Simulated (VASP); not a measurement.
The cell holds one LiF (rock salt) (100) slab, with vacuum along c, ions free to move until forces fall under 0.03 eV/Å, no reconstruction beyond this cell, dipole correction on. Ionisation potential and electron affinity count from the cell's own band edges, surface states included.

Data:

```xyz
12
Lattice="2.8137 0.0000 0.0000 0.0000 2.8137 0.0000 0.0000 0.0000 26.7481" Properties=species:S:1:pos:R:3 pbc="T T T"
Li     0.0000     1.4068     8.4208
Li     1.4068     0.0000    10.4010
Li     0.0000     1.4068    12.3886
Li     1.4068     0.0000    14.3596
Li     0.0000     1.4068    16.3471
Li     1.4068     0.0000    18.3273
F      0.0000     1.4068    10.3954
F      1.4068     0.0000     8.3775
F      0.0000     1.4068    14.3672
F      1.4068     0.0000    12.3810
F      0.0000     1.4068    18.3706
F      1.4068     0.0000    16.3527
```

These are r2SCAN meta-GGA, VASP's PBE PAW potentials (set 64) (plane waves; VASP 6.6.1) values and carry that method's errors. Settings: 450 eV cut-off, 7×7×1 Γ-centred mesh, Gaussian smearing of 0.050 eV, potentials Li_sv F.

Slab and bulk use different k-meshes, so the surface energy is good to a few per cent at best.

Problem. Predict its surface energy, ionisation potential, electron affinity.

Solution. 
```yaml
surface_energy: 0.43 J/m²
ionisation_potential: 8.01 eV
electron_affinity: 0.35 eV
```

The cell is a thin slab with vacuum, built from LiF (rock salt): (100) face.
